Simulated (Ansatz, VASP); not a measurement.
# One calculation of NiMoIrPdW, two programs

```
Ni Mo Pd Ir W
1.0
     2.72347    0.00000    0.00000
    -1.36173    2.35859    0.00000
     0.00000    0.00000   11.18724
Ni Mo Pd Ir W
1 1 1 1 1
Cartesian
  0.0000 0.0000 7.9337
  1.3617 0.7862 3.2918
  1.3617 0.7862 10.0574
  0.0000 0.0000 1.1863
  1.3617 0.7862 5.9204
```

Change from the starting cell: volume scaled by 0.96.

Alike in both runs: task single point; functional PBE; k mesh 11 × 11 × 3; occupations fermi-dirac, width 0.05 eV; collinear spin, ferromagnetic start.

|  | VASP | Ansatz |
| --- | --- | --- |
| version | VASP 6.6.1 | Ansatz 0.2.0 |
| potentials or method | VASP PAW PBE potentials, release 64 (Ni, Mo_sv, Pd, Ir, W_sv) | Ansatz PAW |
| plane-wave cutoff (eV) | 520 | 420 |
| valence electrons in the cell | 57 | 81 |

```tsv
	VASP	Ansatz	Ansatz less VASP
gap on the k mesh at the Fermi level (eV)	none	none	-
pressure (GPa)	10.8	10.4	-0.47
largest component of the traceless stress (GPa)	0.35	0.39	+0.038
rms of the force components (eV/Å)	0.231	0.217	-0.0143
net moment per atom (μB)	0.00	0.00	0.000
```

Atom by atom the forces differ by 0.017 eV/Å (rms over components). A gap of «none» marks a metal or a gap that the smearing closes. The functional is the same, so the differences come from potentials, cutoffs and numerics. The two sets of potentials don't hold the same shells in valence.

Caveats: the starting moments weren't kept (Ansatz). Spin-orbit coupling is left out, which matters for the levels of Ir, W.
